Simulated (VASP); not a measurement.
Computed with PBEsol GGA, VASP's PBE PAW potentials (set 64) (plane waves; VASP).

VASP input:

**INCAR**
```
# general
SYSTEM   =  NaLiZnS2
PREC     =  Accurate
ENCUT    =  520   # plane-wave cut-off (eV)
LREAL    =  .FALSE.
LASPH    =  .TRUE.
NBANDS   =  63

# electronic loop
EDIFF    =  1E-7   # SCF stop (eV)
NELM     =  100   # most electronic steps
ALGO     =  Normal   # blocked Davidson
LMAXMIX  =  4   # l cut-off of mixed one-centre charges

# smearing
ISMEAR   =  0
SIGMA    =  0.01

# functional
GGA      =  PS   # PBEsol

# output
LWAVE    =  .FALSE.
LCHARG   =  .FALSE.
NEDOS    =  1001

# other
LOPTICS  =  .TRUE.
CSHIFT   =  0.1
```

File POSCAR:
```
NaLiZnS2
6.7493650
  0.5809830773   0.0000000000   0.0000000000
 -0.2904915386   0.5031460872   0.0000000000
  0.0000000000   0.0000000000   0.9999999983
Na Li Zn S
1 1 1 2
Cartesian
 -0.2904915386   0.5031460872   0.0254761318
 -0.0000002905   0.3354308925   0.3577385119
  0.2904918291   0.1677151947   0.6118823867
 -0.0000002905   0.3354308925   0.7339992202
  0.2904918291   0.1677151947   0.2708937461
```

File KPOINTS:
```
Automatic mesh
0
Gamma
12 12 6
0 0 0
```

POTCAR, in this order: Na_pv Li_sv Zn S (PBE.64 set). Program: vasp_std.

The run wrote:

**OSZICAR**
```
       N       E                     dE             d eps       ncg     rms          rms(c)
DAV:   1     0.296281505857E+03    0.29628E+03   -0.10916E+04 12947   0.617E+02
DAV:   2     0.218782536774E+02   -0.27440E+03   -0.23675E+03 12832   0.197E+02
DAV:   3    -0.175714717033E+02   -0.39450E+02   -0.37937E+02 14756   0.665E+01
DAV:   4    -0.204000536189E+02   -0.28286E+01   -0.27510E+01 21528   0.135E+01
DAV:   5    -0.204247820511E+02   -0.24728E-01   -0.24712E-01 15053   0.132E+00    0.757E+00
DAV:   6    -0.193266402737E+02    0.10981E+01   -0.42190E-01 17656   0.194E+01    0.616E+00
DAV:   7    -0.191524494553E+02    0.17419E+00   -0.21799E-01 15938   0.233E+00    0.303E+00
DAV:   8    -0.191121781509E+02    0.40271E-01   -0.38277E-02 17664   0.155E+00    0.744E-01
DAV:   9    -0.191096381215E+02    0.25400E-02   -0.19008E-02 15593   0.422E-01    0.249E-01
DAV:  10    -0.191096839693E+02   -0.45848E-04   -0.11923E-03 15696   0.918E-02    0.190E-01
DAV:  11    -0.191096154057E+02    0.68564E-04   -0.13216E-04 15617   0.527E-02    0.653E-02
DAV:  12    -0.191095842088E+02    0.31197E-04   -0.80457E-05 15336   0.409E-02    0.415E-02
DAV:  13    -0.191095892244E+02   -0.50156E-05   -0.29748E-05 14981   0.173E-02    0.261E-02
DAV:  14    -0.191095898532E+02   -0.62879E-06   -0.13430E-06 15408   0.749E-03    0.337E-03
DAV:  15    -0.191095898847E+02   -0.31526E-07   -0.25914E-07 15285   0.151E-03
   1 F= -.19109590E+02 E0= -.19109590E+02  d E =-.657293E-29
 imaginary and real dielectric function
```

**OUTCAR**
```
------------------------ aborting loop because EDIFF is reached ----------------------------------------
  FORCE on cell =-STRESS in cart. coord.  units (eV):
  Direction    XX          YY          ZZ          XY          YZ          ZX
  --------------------------------------------------------------------------------------
  Total       -0.0168195     -0.0168195     -0.0560047     -0.0000000     -0.0000000      0.0000000
  in kB       -0.2998313     -0.2998313     -0.9983636     -0.0000000     -0.0000000      0.0000000
  external PRESSURE =      -0.5326754 kB  Pullay stress =       0.0000000 kB
  volume of cell :       89.88
      direct lattice vectors                 reciprocal lattice vectors
     3.921266848  0.000000000  0.000000000     0.255019625  0.147235654  0.000000000
    -1.960633424  3.395916591  0.000000000     0.000000000  0.294471308  0.000000000
     0.000000000  0.000000000  6.749364988     0.000000000  0.000000000  0.148162087
 POSITION                                       TOTAL-FORCE (eV/Angst)
 -----------------------------------------------------------------------------------
      0.00000      0.00000      0.17195         0.000000     -0.000000     -0.014276
     -0.00000      2.26395      2.41451        -0.000000     -0.000000      0.010702
      1.96064      1.13197      4.12982         0.000000     -0.000000     -0.007198
     -0.00000      2.26395      4.95403         0.000000      0.000000      0.004696
      1.96064      1.13197      1.82836        -0.000000      0.000000      0.006075
 -----------------------------------------------------------------------------------
    total drift:                                0.000164     -0.000094     -0.000046
  FREE ENERGIE OF THE ION-ELECTRON SYSTEM (eV)
  ---------------------------------------------------
  free  energy   TOTEN  =       -19.1095898847 eV

  energy  without entropy=      -19.1095898847  energy(sigma->0) =      -19.10958988

 plasma frequency squared (from intraband transitions) (eV^2)
  --------------------------------------------------------------------------------------
       0.000       0.000       0.000
       0.000       0.000       0.000
      -0.000       0.000       0.000

 plasma frequency squared (from interband transitions, int dw w eps(2)(w)) (eV^2)
  --------------------------------------------------------------------------------------
     279.024       0.000       0.000       0.000       0.000      -0.000
       0.000      -0.000     279.024       0.000       0.000      -0.000
       0.000       0.000       0.000       0.000     278.233       0.000
```
(Selected blocks of OUTCAR.)

The dielectric response may not be converged in the k-mesh; for small gaps it tends to come out too large.

The structure comes from a computed database's NaLiZnS2 entry (P3m1); how it stands against other phases isn't given here. It was relaxed first.
